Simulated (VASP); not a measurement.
Output of a VASP run:

### OSZICAR
```
...
DAV:  13    -0.213542355619E+01   -0.34765E-06   -0.14838E-06   452   0.140E-02    0.326E-03
DAV:  14    -0.213542365083E+01   -0.94639E-07   -0.79273E-08   312   0.279E-03
   1 F= -.21354237E+01 E0= -.21354237E+01  d E =-.213542E+01
       N       E                     dE             d eps       ncg     rms          rms(c)
DAV:   1    -0.214035158004E+01   -0.49280E-02   -0.24920E-01   408   0.298E+00    0.202E-01
DAV:   2    -0.214129844276E+01   -0.94686E-03   -0.10407E-02   480   0.700E-01    0.766E-02
DAV:   3    -0.214127990398E+01    0.18539E-04   -0.11253E-04   476   0.970E-02    0.607E-02
DAV:   4    -0.214127031206E+01    0.95919E-05   -0.30259E-05   476   0.380E-02    0.290E-02
DAV:   5    -0.214126943840E+01    0.87365E-06   -0.61593E-06   484   0.168E-02    0.401E-03
DAV:   6    -0.214126919367E+01    0.24474E-06   -0.46849E-07   468   0.568E-03    0.250E-03
DAV:   7    -0.214126914045E+01    0.53212E-07   -0.11344E-07   268   0.295E-03
   2 F= -.21412691E+01 E0= -.21412691E+01  d E =-.584549E-02
       N       E                     dE             d eps       ncg     rms          rms(c)
DAV:   1    -0.214144657693E+01   -0.17738E-03   -0.17032E+00   408   0.777E+00    0.520E-01
DAV:   2    -0.214799193255E+01   -0.65454E-02   -0.71736E-02   484   0.183E+00    0.207E-01
DAV:   3    -0.214786162543E+01    0.13031E-03   -0.77323E-04   468   0.254E-01    0.164E-01
DAV:   4    -0.214780342443E+01    0.58201E-04   -0.21375E-04   476   0.100E-01    0.775E-02
DAV:   5    -0.214780423145E+01   -0.80702E-06   -0.40471E-05   460   0.430E-02    0.127E-02
DAV:   6    -0.214780444871E+01   -0.21726E-06   -0.41212E-06   468   0.167E-02    0.542E-03
DAV:   7    -0.214780444900E+01   -0.28774E-09   -0.12411E-06   452   0.935E-03    0.356E-03
DAV:   8    -0.214780443954E+01    0.94664E-08   -0.10750E-07   248   0.278E-03
   3 F= -.21478044E+01 E0= -.21478044E+01  d E =-.123808E-01
       N       E                     dE             d eps       ncg     rms          rms(c)
DAV:   1    -0.215050935766E+01   -0.27049E-02   -0.11276E-01   416   0.182E+00    0.206E-01
DAV:   2    -0.214957014249E+01    0.93922E-03   -0.27701E-03   484   0.387E-01    0.990E-02
DAV:   3    -0.214904865385E+01    0.52149E-03   -0.57382E-04   484   0.153E-01    0.480E-02
DAV:   4    -0.214895972898E+01    0.88925E-04   -0.28749E-04   508   0.111E-01    0.979E-03
DAV:   5    -0.214896083487E+01   -0.11059E-05   -0.20431E-05   440   0.304E-02    0.100E-02
DAV:   6    -0.214896091992E+01   -0.85049E-07   -0.92801E-07   500   0.792E-03
   4 F= -.21489609E+01 E0= -.21489609E+01  d E =-.115648E-02
       N       E                     dE             d eps       ncg     rms          rms(c)
DAV:   1    -0.215087375086E+01   -0.19129E-02   -0.11179E-01   416   0.181E+00    0.205E-01
DAV:   2    -0.214994990519E+01    0.92385E-03   -0.27469E-03   480   0.386E-01    0.988E-02
DAV:   3    -0.214943748485E+01    0.51242E-03   -0.56503E-04   484   0.152E-01    0.480E-02
DAV:   4    -0.214935110225E+01    0.86383E-04   -0.28205E-04   508   0.110E-01    0.977E-03
DAV:   5    -0.214935228672E+01   -0.11845E-05   -0.20009E-05   440   0.301E-02    0.992E-03
DAV:   6    -0.214935240701E+01   -0.12029E-06   -0.93739E-07   496   0.803E-03    0.550E-03
DAV:   7    -0.214935271306E+01   -0.30605E-06   -0.60180E-07   416   0.855E-03    0.492E-04
DAV:   8    -0.214935269143E+01    0.21629E-07   -0.19939E-08   276   0.111E-03
   5 F= -.21493527E+01 E0= -.21493527E+01  d E =-.154825E-02
```

OUTCAR:
```
------------------------ aborting loop because EDIFF is reached ----------------------------------------
  FORCE on cell =-STRESS in cart. coord.  units (eV):
  Direction    XX          YY          ZZ          XY          YZ          ZX
  --------------------------------------------------------------------------------------
  Total        0.8332963      0.8332960      0.8340426      0.0000000      0.0000000     -0.0000000
  in kB       12.6315531     12.6315490     12.6428667      0.0000000      0.0000000     -0.0000000
  external PRESSURE =      12.6353229 kB  Pullay stress =       0.0000000 kB
  volume of cell :      105.69
      direct lattice vectors                 reciprocal lattice vectors
     2.116489609 -3.665866945 -0.000000000     0.236240234 -0.136393385  0.000000000
     2.116489609  3.665866945  0.000000000     0.236240234  0.136393385 -0.000000000
    -0.000000000  0.000000000  6.811306773     0.000000000 -0.000000000  0.146814706
 POSITION                                       TOTAL-FORCE (eV/Angst)
 -----------------------------------------------------------------------------------
      0.00000     -0.00000     -0.00000         0.000000      0.000000      0.000000
      2.11649      1.22196      1.69071         0.000000     -0.000000      0.005145
      2.11649     -1.22196      5.12059        -0.000000      0.000000     -0.005145
 -----------------------------------------------------------------------------------
    total drift:                               -0.000000     -0.000000      0.000000
  FREE ENERGIE OF THE ION-ELECTRON SYSTEM (eV)
  ---------------------------------------------------
  free  energy   TOTEN  =        -2.1493526914 eV

  energy  without entropy=       -2.1493526914  energy(sigma->0) =       -2.14935269

 reached required accuracy - stopping structural energy minimisation
```
(Selected blocks of OUTCAR.)

POSCAR:
```
MgI2
1
    2.1035328124    -3.6434252460     0.0000000000
    2.1035328124     3.6434252460     0.0000000000
    0.0000000000     0.0000000000     6.8954739983
Mg I
1 2
Direct
  0.0000000000   0.0000000000   0.0000000000
  0.3333330000   0.6666670000   0.2408371910
  0.6666670000   0.3333330000   0.7591628090
```

Q: Reconstruct the remaining input files.

A: One answer among several that fit: the input of the run itself, vdW-DF2, plane waves, VASP's PBE PAW potentials (set 64).

**INCAR**
```
SYSTEM = MgI2
PREC = Accurate
ENCUT = 520
EDIFF = 1E-7
NELM = 100
ALGO = Normal
LREAL = .FALSE.
LASPH = .TRUE.
ISMEAR = 0
SIGMA = 0.05
GGA = ML
ZAB_VDW = -1.8867
LUSE_VDW = .TRUE.
AGGAC = 0.0
LMAXMIX = 4
LWAVE = .FALSE.
LCHARG = .FALSE.
ISIF = 4
IBRION = 2
NSW = 30
EDIFFG = -0.01
```

### KPOINTS
```
Automatic mesh
0
Gamma
6 6 3
0 0 0
```

POTCAR, in this order: Mg I (PBE.64 set). Program: vasp_std.

The compound is MgI2 in the 1T layered structure. This cell is one point of a volume scan, at 0.94 of the reference volume. Symmetry was kept, so distortions that lower it aren't found.
